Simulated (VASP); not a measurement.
Computed with optB88-vdW, VASP's PBE PAW potentials (set 64) (plane waves; VASP).

Input for VASP

**POSCAR**
```
GaN
1
    0.0000000000     2.2701935837     2.2701935837
    2.2701935837     0.0000000000     2.2701935837
    2.2701935837     2.2701935837     0.0000000000
Ga N
1 1
Direct
  0.0000000000   0.0000000000   0.0000000000
  0.2500000000   0.2500000000   0.2500000000
```

### INCAR
```
# general
SYSTEM   = GaN
PREC     = Accurate
ENCUT    = 520
LREAL    = .FALSE.   # projection in real space or not
LASPH    = .TRUE.   # aspherical one-centre terms
ICHARG   = 11   # fixed density

# electronic loop
EDIFF    = 1E-7   # SCF stop (eV)
NELM     = 100   # most electronic steps
ALGO     = Normal
LMAXMIX  = 4   # l cut-off of mixed one-centre charges

# smearing
ISMEAR   = 0   # Gaussian
SIGMA    = 0.05

# functional
GGA      = BO
LUSE_VDW = .TRUE.
AGGAC    = 0.0
PARAM1   = 0.1833333333
PARAM2   = 0.22

# output
LWAVE    = .FALSE.
LCHARG   = .FALSE.
LORBIT   = 11
```

KPOINTS:
```
k-points along high-symmetry lines
15
Line-mode
Reciprocal
  0.000000   0.000000   0.000000 ! GAMMA
 -0.500000  -0.500000   0.000000 ! X

 -0.500000  -0.500000   0.000000 ! X
 -0.375000  -0.375000   0.250000 ! U

 -0.375000   0.000000   0.375000 ! K
  0.000000   0.000000   0.000000 ! GAMMA

  0.000000   0.000000   0.000000 ! GAMMA
  0.000000   0.000000   0.500000 ! L

  0.000000   0.000000   0.500000 ! L
 -0.500000  -0.250000   0.250000 ! W

 -0.500000  -0.250000   0.250000 ! W
 -0.500000  -0.500000   0.000000 ! X
```

POTCAR, in this order: Ga_d N (PBE.64 set). Program: vasp_std. Read from the step before: CHGCAR.

The resulting files:

**OSZICAR**
```
       N       E                     dE             d eps       ncg     rms          rms(c)
DAV:   1     0.924086165783E+02    0.92409E+02   -0.97595E+03  2444   0.250E+03
DAV:   2     0.817033820221E+00   -0.91592E+02   -0.86767E+02  2635   0.366E+02
DAV:   3    -0.611919859329E+01   -0.69362E+01   -0.67774E+01  2595   0.862E+01
DAV:   4    -0.623896325244E+01   -0.11976E+00   -0.11969E+00  2810   0.121E+01
DAV:   5    -0.624082638356E+01   -0.18631E-02   -0.18630E-02  2608   0.131E+00
DAV:   6    -0.624087953656E+01   -0.53153E-04   -0.53153E-04  3191   0.204E-01
DAV:   7    -0.624088035018E+01   -0.81363E-06   -0.81363E-06  2645   0.189E-02
DAV:   8    -0.624088038783E+01   -0.37647E-07   -0.37646E-07  2210   0.298E-03
   1 F= -.62408804E+01 E0= -.62408804E+01  d E =-.315519E-16
```

**OUTCAR**
```
 val. band max:        4.8652257013   @ k =   0.0000   0.0000   0.0000

 cond. band min:       6.4638699388   @ k =   0.0000   0.0000   0.0000



 k-point     1 :       0.0000    0.0000    0.0000
  band No.  band energies     occupation
      1     -10.8137      2.00000
      2      -8.6990      2.00000
      3      -8.6990      2.00000
      4      -8.6990      2.00000
      5      -8.4103      2.00000
      6      -8.4103      2.00000
      7       4.8652      2.00000
      8       4.8652      2.00000
      9       4.8652      2.00000
     10       6.4639      0.00000
     11      14.9981      0.00000
     12      14.9981      0.00000
     13      14.9981      0.00000

 k-point     2 :      -0.0357   -0.0357    0.0000
  band No.  band energies     occupation
      1     -10.7957      2.00000
      2      -8.6959      2.00000
      3      -8.6959      2.00000
      4      -8.6939      2.00000
      5      -8.4117      2.00000
      6      -8.4094      2.00000
      7       4.6489      2.00000
      8       4.8242      2.00000
      9       4.8242      2.00000
     10       6.6863      0.00000
     11      14.8758      0.00000
     12      15.0400      0.00000
     13      15.0400      0.00000

 k-point     3 :      -0.0714   -0.0714    0.0000
  band No.  band energies     occupation
      1     -10.7428      2.00000
      2      -8.6867      2.00000
      3      -8.6867      2.00000
      4      -8.6777      2.00000
      5      -8.4154      2.00000
      6      -8.4068      2.00000
      7       4.1858      2.00000
      8       4.7051      2.00000
      9       4.7051      2.00000
     10       7.1644      0.00000
     11      14.5427      0.00000
     12      15.1626      0.00000
     13      15.1626      0.00000

 k-point     4 :      -0.1071   -0.1071    0.0000
  band No.  band energies     occupation
      1     -10.6594      2.00000
      2      -8.6718      2.00000
      3      -8.6718      2.00000
      4      -8.6484      2.00000
...
```

The density is held fixed in this step, so its total energy and stress have no physical meaning.

The compound is GaN in the zinc blende structure, a metastable form; wurtzite is the usual one. It was relaxed first.
